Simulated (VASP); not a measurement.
Given:

```
CELL_PARAMETERS angstrom
      4.07903     0.00000     0.00000
      0.00000     4.07903     0.00000
      0.00000     0.00000     4.07903
ATOMIC_POSITIONS crystal
  K  0.00000 0.00000 0.00000
  Ta 0.50000 0.50000 0.50000
  O  0.50000 0.00000 0.50000
  O  0.00000 0.50000 0.50000
  O  0.50000 0.50000 0.00000
```

Method: vdW-DF2, VASP's PBE PAW potentials (set 64) (plane waves; VASP). Numerical set-up: 520 eV cut-off, 6×6×6 Γ-centred mesh, tetrahedra with Blöchl corrections, potentials K_sv Ta_pv O.

The cores are frozen, which limits the accuracy of field gradients.

Task: Give the principal components of the electric field gradient (V/Å²) and the asymmetry η at each nucleus.

Result: 
```json
[
 {"atom": "K1", "Vxx": "0.0", "Vyy": "0.0", "Vzz": "0.0", "η": "-"},
 {"atom": "Ta2", "Vxx": "0.0", "Vyy": "0.0", "Vzz": "0.0", "η": "-"},
 {"atom": "O3", "Vxx": "-12.0", "Vyy": "-12.0", "Vzz": "24.0", "η": "0.00"},
 {"atom": "O4", "Vxx": "-12.0", "Vyy": "-12.0", "Vzz": "24.0", "η": "0.00"},
 {"atom": "O5", "Vxx": "-12.0", "Vyy": "-12.0", "Vzz": "24.0", "η": "0.00"}
]
```

The compound is KTaO3 in the cubic perovskite structure. It was relaxed first, which changed the volume by +7 %.
